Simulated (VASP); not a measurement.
Method: PBE GGA with D3 dispersion (zero damping), VASP's PBE PAW potentials (set 64) (plane waves; VASP 6.6.1).

The input files of a VASP run:

INCAR:
```
SYSTEM=CuAu
PREC=Accurate; ENCUT=520; LREAL=.FALSE.
LASPH=.TRUE.
EDIFF=1E-7; NELM=100; ALGO=Normal
LMAXMIX=6
ISMEAR=1; SIGMA=0.1
GGA=PE; IVDW=11
IBRION=2; NSW=30; ISIF=4
EDIFFG=-0.01
LWAVE=.FALSE.; LCHARG=.FALSE.
```

**POSCAR**
```
CuAu
1.0
  2.8157959459   0.0000000000   0.0000000000
  0.0000000000   2.8157959459   0.0000000000
  0.0000000000   0.0000000000   3.8451095293
Cu Au
1 1
Cartesian
  0.0000000000   0.0000000000   0.0000000000
  1.4078979730   1.4078979730   1.9225547647
```

**KPOINTS**
```
Automatic
0
G
 13 13 10
0 0 0
```

POTCAR, in this order: Cu Au (PBE.64 set). Program: vasp_std.

Output of the run:

OSZICAR:
```
       N       E                     dE             d eps       ncg     rms          rms(c)
DAV:   1     0.132447339821E+03    0.13245E+03   -0.11398E+04  5199   0.205E+03
DAV:   2    -0.315146844170E+01   -0.13560E+03   -0.12927E+03  5215   0.334E+02
DAV:   3    -0.795631512203E+01   -0.48048E+01   -0.47275E+01  6258   0.731E+01
DAV:   4    -0.801062334954E+01   -0.54308E-01   -0.54282E-01  5773   0.660E+00
DAV:   5    -0.801217143807E+01   -0.15481E-02   -0.15481E-02  7525   0.123E+00    0.107E+01
DAV:   6    -0.751963501851E+01    0.49254E+00   -0.87545E+00  5142   0.845E+01    0.545E+00
DAV:   7    -0.710683172253E+01    0.41280E+00   -0.31257E+00  6267   0.889E+01    0.521E+00
DAV:   8    -0.706421186480E+01    0.42620E-01   -0.23462E-01  7118   0.118E+01    0.260E+00
DAV:   9    -0.705786657965E+01    0.63453E-02   -0.20656E-02  7808   0.348E+00    0.114E-01
DAV:  10    -0.705756775760E+01    0.29882E-03   -0.26576E-03  7353   0.738E-01    0.745E-02
DAV:  11    -0.705757579961E+01   -0.80420E-05   -0.92166E-05  7720   0.242E-01    0.430E-02
DAV:  12    -0.705756802597E+01    0.77736E-05   -0.19127E-05  6677   0.152E-01    0.232E-03
DAV:  13    -0.705756790250E+01    0.12347E-06   -0.65332E-07  6341   0.830E-03    0.882E-04
DAV:  14    -0.705756793239E+01   -0.29886E-07   -0.41984E-08  3192   0.573E-03
   1 F= -.84118075E+01 E0= -.84120438E+01  d E =-.841181E+01
       N       E                     dE             d eps       ncg     rms          rms(c)
DAV:   1    -0.705767638037E+01   -0.10848E-03   -0.45225E-02  5593   0.204E+00    0.196E-01
DAV:   2    -0.705709300661E+01    0.58337E-03   -0.91457E-04  7475   0.837E-01    0.118E-01
DAV:   3    -0.705690144998E+01    0.19156E-03   -0.94742E-04  6082   0.103E+00    0.879E-02
DAV:   4    -0.705677846475E+01    0.12299E-03   -0.47671E-04  6502   0.721E-01    0.139E-02
DAV:   5    -0.705677971587E+01   -0.12511E-05   -0.17102E-05  5542   0.454E-02    0.960E-03
DAV:   6    -0.705677976746E+01   -0.51584E-07   -0.15080E-06  7311   0.309E-02    0.220E-03
DAV:   7    -0.705677970513E+01    0.62330E-07   -0.37158E-07  4293   0.211E-02
   2 F= -.84120538E+01 E0= -.84122578E+01  d E =-.246382E-03
       N       E                     dE             d eps       ncg     rms          rms(c)
DAV:   1    -0.705709404790E+01   -0.31428E-03   -0.84031E-02  5586   0.278E+00    0.267E-01
DAV:   2    -0.705600713666E+01    0.10869E-02   -0.17132E-03  7470   0.115E+00    0.161E-01
DAV:   3    -0.705565220999E+01    0.35493E-03   -0.17572E-03  6096   0.141E+00    0.120E-01
DAV:   4    -0.705542332224E+01    0.22889E-03   -0.88324E-04  6514   0.980E-01    0.189E-02
DAV:   5    -0.705542563435E+01   -0.23121E-05   -0.31839E-05  5528   0.626E-02    0.130E-02
DAV:   6    -0.705542572113E+01   -0.86773E-07   -0.27733E-06  7545   0.418E-02    0.297E-03
DAV:   7    -0.705542560809E+01    0.11304E-06   -0.73197E-07  6005   0.285E-02    0.674E-04
DAV:   8    -0.705542560426E+01    0.38222E-08   -0.16753E-08  2856   0.181E-03
   3 F= -.84121157E+01 E0= -.84122651E+01  d E =-.308257E-03
```

### OUTCAR
```
------------------------ aborting loop because EDIFF is reached ----------------------------------------
 Edisp (eV)   -1.35669
  FORCE on cell =-STRESS in cart. coord.  units (eV):
  Direction    XX          YY          ZZ          XY          YZ          ZX
  --------------------------------------------------------------------------------------
  Total      -1.36262    -1.36262    -1.36131     0.00000     0.00000     0.00000
  in kB     -71.60995   -71.60995   -71.54106     0.00000     0.00000     0.00000
  external pressure =      -71.59 kB  Pullay stress =        0.00 kB
  volume of cell :       30.49
      direct lattice vectors                 reciprocal lattice vectors
     2.808353013  0.000000000 -0.000000000     0.356080591 -0.000000000 -0.000000000
     0.000000000  2.808353013 -0.000000000     0.000000000  0.356080591  0.000000000
     0.000000000  0.000000000  3.865517802     0.000000000  0.000000000  0.258697554
 POSITION                                       TOTAL-FORCE (eV/Angst)
 -----------------------------------------------------------------------------------
      0.00000      0.00000      0.00000         0.000000      0.000000      0.000000
      1.40418      1.40418      1.93276        -0.000000      0.000000      0.000000
 -----------------------------------------------------------------------------------
    total drift:                                0.000000      0.000000     -0.000000
  FREE ENERGIE OF THE ION-ELECTRON SYSTEM (eV)
  ---------------------------------------------------
  free  energy   TOTEN  =        -8.4121157158 eV

  energy  without entropy=       -8.4125637839  energy(sigma->0) =       -8.41226507

 reached required accuracy - stopping structural energy minimisation
```
(Selected blocks of OUTCAR.)

File CONTCAR:
```
CuAu
   1.00000000000000
     2.8083530126865939    0.0000000000000000   -0.0000000000000000
     0.0000000000000000    2.8083530126865934   -0.0000000000000000
     0.0000000000000000    0.0000000000000000    3.8655178023296601
  Cu              Au
     1     1
Direct
     0.0000000000000000    0.0000000000000000    0.0000000000000000
     0.5000000000000000    0.5000000000000000    0.5000000000000000
```

The compound is CuAu in the L1_0 structure. This cell is one point of a volume scan, at 1.06 of the reference volume. Symmetry was kept, so distortions that lower it aren't found.
